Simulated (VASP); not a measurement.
# SnSe2: work function with PBE

The system is SnSe2, a sheet with vacuum.

```
Se Sn
1.0
     3.81946    0.00000    0.00000
    -1.90973    3.30775    0.00000
     0.00000    0.00000   19.18000
Se Sn
2 1
Cartesian
  0.0000 2.2052 7.9894
  1.9097 1.1026 11.1906
  0.0000 0.0000 9.5900
```

The cell was built by a generator and needn't be a form met in nature.

| Quantity | Value |
| --- | --- |
| Program | VASP 6.6.1 |
| Task | work function |
| Functional | PBE |
| Potentials or basis | VASP PAW PBE potentials, release 64 (Se, Sn_d) |
| Cutoff | 520 eV |
| k mesh | 12 × 12 × 1 |
| Occupations | gaussian, width 0.03 eV |
| Spin | non-collinear spin, zero start, spin-orbit coupling |
| Starting moments | [[0.0, 0.0, 0.0], [0.0, 0.0, 0.0], [0.0, 0.0, 0.0]] μB |
| Dipole correction | yes |
| Further INCAR settings | ALGO = Fast; EDIFF = 1e-07 |

- Largest force: 0.118 eV/Å
- Net moment: 0.00 μB per cell
- Valence electrons inside the program's atomic spheres: Se 3.81; Sn 12.16
- Work function of the upper face: 5.73 eV
- Work function of the lower face: 5.73 eV

Forces in eV/Å, atoms in the order of the input:
```
Se   0.000  0.000 -0.118
Se   0.000  0.000  0.118
Sn   0.000  0.000  0.000
```

Moments on the atoms (μB; x, y, z):
```
Se  0.00 0.00 0.00
Se  0.00 0.00 0.00
Sn  0.00 0.00 0.00
```

It took 4.3 min on 4 MPI ranks on Intel(R) Xeon(R) Platinum 8488C (Sapphire Rapids) (shared host), peak memory 0.98 GiB a rank.
